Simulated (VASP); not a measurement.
**TeS2: single point with PBE**

Crystal: TeS2.

```
Te S
1.0
    -1.97787    1.97787    5.07191
     1.97787   -1.97787    5.07191
     1.97787    1.97787   -5.07191
Te S
1 2
Direct
  0.00131 0.99841 0.00930
  0.40374 0.39789 0.00328
  0.60972 0.60413 0.01759
```

The cell was built by a generator and needn't be a form met in nature.

The cell isn't the ideal one: atoms moved at random, drawn with an rms of 0.05 Å.

| Property | Result |
| --- | --- |
| Program | VASP 6.6.1 |
| Task | single point |
| Functional | PBE |
| Potentials or basis | VASP PAW PBE potentials, release 64 (Te, S) |
| Cutoff | 520 eV |
| k mesh | 9 × 9 × 9 |
| Occupations | fermi-dirac, width 0.05 eV |
| Spin | no spin polarisation |

```yaml
Pressure: 1.1 GPa
Largest_force: 0.866 eV/Å
Band_gap_on_the_k_mesh: none (metal or under the smearing width)
```

Forces on the atoms (eV/Å):
```
Te  -0.017  0.031  0.019
S   -0.039 -0.061 -0.863
S    0.055  0.031  0.843
```

Stress tensor (GPa, compression positive):
```
-0.07  0.02  0.19
 0.02 -0.08  0.19
 0.19  0.19  3.57
```

Levels at points of the mesh, in eV from the Fermi level:
| k point | band 7 | band 8 | band 9 | band 10 | band 11 | band 12 |
| --- | --- | --- | --- | --- | --- | --- |
| (0.00, 0.00, 0.00) | -1.63 | -1.09 | -1.09 | 1.94 | 1.94 | 3.15 |

Wall time 5.8 min on 1 thread of Intel(R) Xeon(R) 6975P-C (Granite Rapids) (shared host), peak memory 0.62 GiB.

Spin-orbit coupling is left out, which matters for the levels of Te.
